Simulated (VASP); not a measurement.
A run of VASP 6.6.1 is set up as follows.

File INCAR:

```
ALGO = Fast
EDIFF = 1E-6
ENCUT = 520
GGA = PS
GGA_COMPAT = F
ISIF = 2
ISMEAR = 0
LASPH = T
LCHARG = F
LMAXMIX = 4
LORBIT = 11
LREAL = F
LSORBIT = T
LWAVE = F
MAGMOM = 0 0 0
NBANDS = 24
NELM = 80
PREC = Accurate
SIGMA = 0.1
```

File KPOINTS:

```
k-points
0
Gamma
  20 20 20
```

File POSCAR:

```
V
1.0
   -1.4796800000      1.4796800000      1.4796800000
    1.4796800000     -1.4796800000      1.4796800000
    1.4796800000      1.4796800000     -1.4796800000
V
1
Direct
    1.0000000000      0.0000000000      1.0000000000
```

Potentials or basis: VASP PAW PBE potentials, release 64 (V_sv).

Command:

```sh
$ cat potpaw_PBE.64/V_sv/POTCAR > POTCAR
$ mpirun -np 1 vasp_ncl > vasp.out
```

(1) What does it give for the pressure?

(2) Predict the net moment.

Results:

(1) 0.1 GPa.

(2) 0.00 μB per cell.

Caveat: the PAW data sets were made with another functional, which shifts forces and pressure a little.
